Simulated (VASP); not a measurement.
## SiC: transverse stress against strain

SiC (wurtzite, P6_3mc, 10.356 Å³/atom and stress up to 0.26 GPa in the relaxed cell, c along z) under a strain ε along c (axis z), the other axes held. PBEsol in VASP (plane waves, PAW), 600 eV, 12×12×6 Γ-centred mesh, Gaussian smearing 0.05 eV; ions are relaxed, or left where forces stay under 0.02 eV/Å, within the symmetry of each cell. Stress is positive for a compressed cell.

Here s stands for strain and y for stress xx.

```csv
strain (%),stress xx (GPa)
-1.50,0.88
-1.00,0.55
-0.50,0.24
0.00,-0.05
0.50,-0.32
1.00,-0.57
1.50,-0.81
3.00,?
```

### Question
Fit y against s with a straight line, and predict the withheld value at s = 3.00.

### Answer
Means: s 0, y -0.011. About the means, the sum of products is -3.9350 and the sum of squares of s is 7.0000; the slope is their ratio. Least squares gives y = -0.011 - 0.5621·s. Residuals (row less fit): 0.048, -0.001, -0.030, -0.039, -0.028, 0.003, 0.044; standard error 0.039 (degrees of freedom: 5). The slope gives the elastic constant C13 = 56 ± 1 GPa (± standard error of the fit, which holds the terms cut off). At the withheld row, y = -0.011 - 0.5621 × 3.0 = -1.697 GPa. The calculation gives -1.41 GPa, 0.287 GPa above the prediction (12.5 % of the range of y in the table). The row lies outside the fitted rows, so this is an extrapolation. From the scatter of the fitted rows alone, a prediction at this place has a standard error of 0.060 GPa, so the miss is 4.8 times that.

A polynomial of degree 2 through the 12 other runs of the series gives -1.40 there, so most of the miss is curvature that the fit leaves out. SiC is here the rare 2H polytype. Rows are the converged runs of the series near zero and its far end; series whose fitted rows scatter by over a few per cent of the range, as at a crossing or softening among them, aren't shown in this form, nor equations of state whose B0' disagrees with the runs' pressures. Most that stay on the fit to the last digits aren't either.
